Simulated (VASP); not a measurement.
Cs2InAgBr6, 10 atoms in the cell. It takes space group Fm-3m (No. 225, cubic). The conventional cell has a = 11.224 Å, b = 11.224 Å, c = 11.224 Å, α = 90.00°, β = 90.00°, γ = 90.00°. Around Cs (site symmetry -43m) lie 12 Br at 3.97 Å. In (site symmetry m-3m) is surrounded by 6 Br at 2.74 Å. Around Ag (site symmetry m-3m) lie 6 Br at 2.87 Å. Br (site symmetry 4mm) is surrounded by 1 In at 2.74 Å and 1 Ag at 2.87 Å. The cell comes from a database or a generator and needn't be the stable form of this composition.

| Quantity | Value |
| --- | --- |
| Program | VASP 6.6.1 |
| Task | relaxation of cell and atoms |
| Functional | r2SCAN |
| Potentials or basis | VASP PAW PBE potentials, release 64 (Cs_sv, In_d, Ag, Br) |
| Cutoff | 600 eV |
| k mesh | 6 × 6 × 6 |
| Occupations | methfessel-paxton, width 0.1 eV |
| Spin | no spin polarisation |
| Further INCAR settings | ALGO = Normal; EDIFF = 1e-06; IBRION = 2; EDIFFG = -0.01; NSW = 90; ISIF = 3 |

Potentials or basis: VASP PAW PBE potentials, release 64 (Cs_sv, In_d, Ag, Br).

Command:

```bash
$ cat potpaw_PBE.64/Cs_sv/POTCAR potpaw_PBE.64/In_d/POTCAR potpaw_PBE.64/Ag/POTCAR potpaw_PBE.64/Br/POTCAR > POTCAR
$ mpirun -np 4 vasp_std > vasp.out
```

Hardware: 4 MPI ranks on Intel(R) Xeon(R) Platinum 8488C (Sapphire Rapids), on a shared host.

Problem. How long does it take, and how much memory?

Solution. Wall time 26 min on 4 MPI ranks on Intel(R) Xeon(R) Platinum 8488C (Sapphire Rapids) (shared host), peak memory 0.95 GiB a rank. Counts: scf iterations 64, k points 16, ion steps 5.
